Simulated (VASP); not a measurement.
Here is the system:

```yaml
crystal:
  lattice:
    - [2.97466, 0.00000, 0.00000]
    - [0.00000, 2.97466, 0.00000]
    - [0.00000, 0.00000, 2.97466]
  atoms:
    - { symbol: Ru, position: [0.00000, 0.00000, 0.00000] }
    - { symbol: Al, position: [0.50000, 0.50000, 0.50000] }
```

Level of theory: PBEsol GGA, VASP's PBE PAW potentials (set 64) (plane waves; VASP). Run with 400 eV cut-off, Gaussian smearing of 0.050 eV, potentials Ru_pv Al.

Problem. What does the run give for the band gap (along the path) with the smallest direct gap where there is one?

Solution. 
- band gap (along the path) = none (metal, semimetal or under 0.01 eV)

Only differences to runs with the same potentials and settings are physical.

The structure was generated: RuAl was put into the CsCl type type (Pm-3m), which need not be its known phase. It was relaxed first, which changed the volume by -37 %. The electron count is odd and the run is not spin-polarised, which forces a metal.
